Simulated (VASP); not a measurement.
Output of a VASP run:

### OSZICAR
```
       N       E                     dE             d eps       ncg     rms          rms(c)
DAV:   1     0.914312114881E+02    0.91431E+02   -0.72974E+03   781   0.124E+03
DAV:   2     0.194598401732E+01   -0.89485E+02   -0.84450E+02   843   0.263E+02
DAV:   3    -0.647535048426E+01   -0.84213E+01   -0.83718E+01   928   0.842E+01
DAV:   4    -0.666235061479E+01   -0.18700E+00   -0.18681E+00   871   0.138E+01
DAV:   5    -0.666685942978E+01   -0.45088E-02   -0.45084E-02  1007   0.208E+00    0.237E+00
DAV:   6    -0.644949837513E+01    0.21736E+00   -0.45516E-01   878   0.404E+00    0.184E+00
DAV:   7    -0.644402856339E+01    0.54698E-02   -0.11762E-01   884   0.223E+00    0.120E+00
DAV:   8    -0.645746129495E+01   -0.13433E-01   -0.20042E-02   785   0.138E+00    0.240E-01
DAV:   9    -0.645753985229E+01   -0.78557E-04   -0.31813E-04   958   0.178E-01    0.146E-01
DAV:  10    -0.645804395090E+01   -0.50410E-03   -0.10519E-03   785   0.273E-01    0.805E-02
DAV:  11    -0.645803225310E+01    0.11698E-04   -0.26312E-05   955   0.533E-02    0.130E-02
DAV:  12    -0.645803550104E+01   -0.32479E-05   -0.47799E-06   812   0.239E-02    0.176E-03
DAV:  13    -0.645803663938E+01   -0.11383E-05   -0.14819E-06   803   0.104E-02    0.324E-03
DAV:  14    -0.645803641236E+01    0.22702E-06   -0.77065E-08   895   0.189E-03    0.939E-04
DAV:  15    -0.645803641738E+01   -0.50190E-08   -0.28041E-09   439   0.596E-04
   1 F= -.64580364E+01 E0= -.64580364E+01  d E =0.000000E+00
```

**OUTCAR**
```
------------------------ aborting loop because EDIFF is reached ----------------------------------------
  FORCE on cell =-STRESS in cart. coord.  units (eV):
  Direction    XX          YY          ZZ          XY          YZ          ZX
  --------------------------------------------------------------------------------------
  Total        0.0035637      0.0035637      0.0035637      0.0000000      0.0000000     -0.0000000
  in kB        0.1157451      0.1157451      0.1157451      0.0000000      0.0000000     -0.0000000
  external PRESSURE =       0.1157451 kB  Pullay stress =       0.0000000 kB
  volume of cell :       49.33
      direct lattice vectors                 reciprocal lattice vectors
     0.000000000  2.910881155  2.910881155    -0.171769294  0.171769294  0.171769294
     2.910881155  0.000000000  2.910881155     0.171769294 -0.171769294  0.171769294
     2.910881155  2.910881155  0.000000000     0.171769294  0.171769294 -0.171769294
  FREE ENERGIE OF THE ION-ELECTRON SYSTEM (eV)
  ---------------------------------------------------
  free  energy   TOTEN  =        -6.4580364174 eV

  energy  without entropy=       -6.4580364174  energy(sigma->0) =       -6.45803642

 total charge

# of ion       s       p       d       tot
------------------------------------------
    1        0.034   5.973   0.000   6.007
    2        1.591   3.592   0.000   5.183
--------------------------------------------------
tot          1.625   9.565   0.000  11.190
```
(Selected blocks of OUTCAR.)

File POSCAR:
```
NaCl
1
    0.0000000000     2.9108811550     2.9108811550
    2.9108811550     0.0000000000     2.9108811550
    2.9108811550     2.9108811550     0.0000000000
Na Cl
1 1
Direct
  0.0000000000   0.0000000000   0.0000000000
  0.5000000000   0.5000000000   0.5000000000
```

Question: Write an INCAR and KPOINTS that could have produced this output.

Answer: One answer among several that fit: the input of the run itself, revPBE GGA, plane waves, VASP's PBE PAW potentials (set 64).

File KPOINTS:
```
Automatic mesh
0
Gamma
9 9 9
0 0 0
```

**INCAR**
```
SYSTEM  =  NaCl
PREC  =  Accurate; ENCUT  =  520; LREAL  =  .FALSE.
LASPH  =  .TRUE.
EDIFF  =  1E-7; NELM  =  100; ALGO  =  Normal
ISMEAR  =  -5
GGA  =  RE
ISIF  =  2
LWAVE  =  .FALSE.; LCHARG  =  .TRUE.; LORBIT  =  11
NEDOS  =  601
```

POTCAR, in this order: Na_pv Cl (PBE.64 set). Program: vasp_std.

The compound is NaCl in the rock salt structure. It was relaxed first, which changed the volume by +10 %.
